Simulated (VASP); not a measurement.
Output of a VASP run:

File OSZICAR:
```
       N       E                     dE             d eps       ncg     rms          rms(c)
DAV:   1     0.625915906968E+02    0.62592E+02   -0.79688E+03  1456   0.113E+03
DAV:   2    -0.174700356367E+02   -0.80062E+02   -0.77801E+02  1862   0.174E+02
DAV:   3    -0.215934739630E+02   -0.41234E+01   -0.41010E+01  1986   0.426E+01
DAV:   4    -0.216521698322E+02   -0.58696E-01   -0.58641E-01  1820   0.591E+00
DAV:   5    -0.216536766838E+02   -0.15069E-02   -0.15064E-02  2048   0.879E-01    0.100E+01
DAV:   6    -0.215428539657E+02    0.11082E+00   -0.69823E-02  1672   0.158E+00    0.596E+00
DAV:   7    -0.214966155531E+02    0.46238E-01   -0.12129E-01  1810   0.215E+00    0.266E-01
DAV:   8    -0.214968204444E+02   -0.20489E-03   -0.10006E-02  1696   0.688E-01    0.135E-01
DAV:   9    -0.214969260551E+02   -0.10561E-03   -0.40258E-04  2008   0.147E-01    0.752E-02
DAV:  10    -0.214969633207E+02   -0.37266E-04   -0.66822E-05  1714   0.517E-02    0.298E-02
DAV:  11    -0.214969755969E+02   -0.12276E-04   -0.16964E-05  1750   0.339E-02    0.106E-02
DAV:  12    -0.214969761743E+02   -0.57741E-06   -0.71150E-07  2004   0.608E-03    0.233E-03
DAV:  13    -0.214969760993E+02    0.75047E-07   -0.13436E-07  1166   0.263E-03
   1 F= -.21496976E+02 E0= -.21496952E+02  d E =-.491231E-04
```

**OUTCAR**
```
------------------------ aborting loop because EDIFF is reached ----------------------------------------
  FORCE on cell =-STRESS in cart. coord.  units (eV):
  Direction    XX          YY          ZZ          XY          YZ          ZX
  --------------------------------------------------------------------------------------
  Total       -0.0579026      0.0966735     -0.0728224      0.0000000      0.0000000      0.0000000
  in kB       -1.1052334      1.8452837     -1.3900182      0.0000000      0.0000000      0.0000000
  external PRESSURE =      -0.2166560 kB  Pullay stress =       0.0000000 kB
  volume of cell :       83.94
      direct lattice vectors                 reciprocal lattice vectors
     1.657654532 -5.569735849  0.000000000     0.301631004 -0.089770864  0.000000000
     1.657654532  5.569735849  0.000000000     0.301631004  0.089770864  0.000000000
     0.000000000  0.000000000  4.545653593     0.000000000  0.000000000  0.219990366
 POSITION                                       TOTAL-FORCE (eV/Angst)
 -----------------------------------------------------------------------------------
      1.65765      4.51113      4.15352         0.000000     -0.001534     -0.017339
      1.65765      1.05860      1.88069         0.000000      0.001534     -0.017339
      1.65765     -1.05860      2.66496         0.000000     -0.001534      0.017339
      1.65765     -4.51113      0.39213         0.000000      0.001534      0.017339
 -----------------------------------------------------------------------------------
    total drift:                               -0.000000     -0.000000      0.000000
  FREE ENERGIE OF THE ION-ELECTRON SYSTEM (eV)
  ---------------------------------------------------
  free  energy   TOTEN  =       -21.4969760993 eV

  energy  without entropy=      -21.4969269762  energy(sigma->0) =      -21.49695154
```
(Selected blocks of OUTCAR.)

POSCAR:
```
P
1
    1.6576545316    -5.5697358491    -0.0000000000
    1.6576545316     5.5697358491     0.0000000000
    0.0000000000     0.0000000000     4.5456535935
P
4
Direct
  0.0950316669   0.9049683331   0.9137346576
  0.4049683331   0.5950316669   0.4137346576
  0.5950316669   0.4049683331   0.5862653424
  0.9049683331   0.0950316669   0.0862653424
```

Question: Reconstruct the remaining input files.

Answer: One answer among several that fit: the input of the run itself, PBE GGA, plane waves, VASP's PBE PAW potentials (set 64).

### INCAR
```
SYSTEM = P
PREC = Accurate; ENCUT = 480; LREAL = F
LASPH = T
EDIFF = 1E-7; NELM = 100; ALGO = Normal
ISMEAR = 0; SIGMA = 0.05
GGA = PE
ISIF = 2
LWAVE = F; LCHARG = F
```

### KPOINTS
```
kpoints
0
Gamma
6 6 6
```

POTCAR, in this order: P (PBE.64 set). Program: vasp_std.

Without a dispersion term in the relaxation, distances and binding between the weakly bound layers, chains or molecules are unreliable, and so is what depends on them.

The compound is P in the black structure. It was relaxed first, which changed the volume by +10 %.
